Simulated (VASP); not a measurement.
Consider the following.

```
YN
1.0
    0.00000     2.41119     2.41119
    2.41119     0.00000     2.41119
    2.41119     2.41119     0.00000
Y N
1 1
Direct
  0.00000   0.00000   0.00000
  0.50000   0.50000   0.50000
```

Level of theory: LDA (Ceperley-Alder, Perdew-Zunger), VASP's LDA PAW potentials (set 64) (plane waves; VASP). Run with 620 eV cut-off, 13×13×13 Γ-centred mesh, first-order Methfessel-Paxton smearing of 0.10 eV, potentials Y_sv N.

Energy and stress use the plane-wave basis of the starting cell.

Question: The ions, cell shape and volume at an external pressure of 5.0 GPa are relaxed. Give the cell that the relaxation ends in.

Answer: 
```
YN
1.0
    0.00000     2.38965     2.38965
    2.38965     0.00000     2.38965
    2.38965     2.38965     0.00000
Y N
1 1
Direct
  0.00000   0.00000   0.00000
  0.50000   0.50000   0.50000
```
Space group Fm-3m (225), at a tolerance of 0.03 Å.

Question: How do energy and volume change from the first to the last step?

Answer: The energy (σ→0) changes by +5.4 meV/atom and the volume by -2.7 %, in 3 ionic steps.

| step | E(σ→0) (eV) | max force (eV/Å) | pressure (GPa) | volume (Å³) |
|---|---|---|---|---|
| 1 | -19.8885 | 0.000 | -0.19 | 28.04 |
| 2 | -19.8175 | 0.000 | 13.63 | 26.23 |
| 3 | -19.8777 | 0.000 | 4.91 | 27.29 |

The compound is YN in the rock salt structure. This run relaxes it under an external pressure of 5 GPa. Symmetry was kept, so distortions that lower it aren't found.
